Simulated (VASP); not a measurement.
Level of theory: PBE GGA, VASP's PBE PAW potentials (set 64) (plane waves; VASP).

VASP ran on this input.

**POSCAR**
```
NiSb
1
    1.9650000000    -3.4034800000     0.0000000000
    1.9650000000     3.4034800000     0.0000000000
    0.0000000000     0.0000000000     5.1300000000
Ni Sb
2 2
Direct
  0.0000000000   0.0000000000   0.5000000000
  0.0000000000   0.0000000000   0.0000000000
  0.3333330000   0.6666670000   0.2500000000
  0.6666670000   0.3333330000   0.7500000000
```

**INCAR**
```
SYSTEM = NiSb
PREC = Accurate; ENCUT = 400; LREAL = .False.
LASPH = .True.
EDIFF = 1E-6; NELM = 100; ALGO = All
LMAXMIX = 4
ISMEAR = 1; SIGMA = 0.1
GGA = PE
ISIF = 2
LWAVE = .False.; LCHARG = .False.
```

File KPOINTS:
```
Automatic mesh
0
Gamma
8 8 6
0 0 0
```

POTCAR, in this order: Ni Sb (PBE.64 set). Program: vasp_std.

### Question
What does the run give for the energy per atom (σ→0), pressure?

### Answer

```
Item                           Result
---------------------  --------------
energy per atom (σ→0)  -5.073 eV/atom
pressure                     3.18 GPa
```

**OSZICAR**
```
...
CGA:  14    -0.202904146820E+02   -0.19447E-03   -0.19463E-03   760   0.163E-03  -0.832E-06
CGA:  15    -0.202904368327E+02   -0.22151E-04   -0.22301E-04   760   0.828E-04   0.205E-05
CGA:  16    -0.202904654608E+02   -0.28628E-04   -0.28371E-04   760   0.134E-04   0.193E-05
CGA:  17    -0.202904691794E+02   -0.37187E-05   -0.36934E-05   760   0.171E-04   0.486E-06
CGA:  18    -0.202904726242E+02   -0.34447E-05   -0.34270E-05   760   0.341E-05  -0.555E-06
CGA:  19    -0.202904739023E+02   -0.12781E-05   -0.14079E-05   760   0.548E-05  -0.629E-06
CGA:  20    -0.202904745632E+02   -0.66090E-06   -0.59023E-06   760   0.874E-06  -0.640E-06
   1 F= -.20290475E+02 E0= -.20290701E+02  d E =0.679292E-03
```

The compound is NiSb in the NiAs type structure. The cell was not relaxed at this level. The run is one of a series of settings (ALGO = All against the base run), some of them coarse on purpose. The run is not spin-polarised, so no magnetic state was tried.
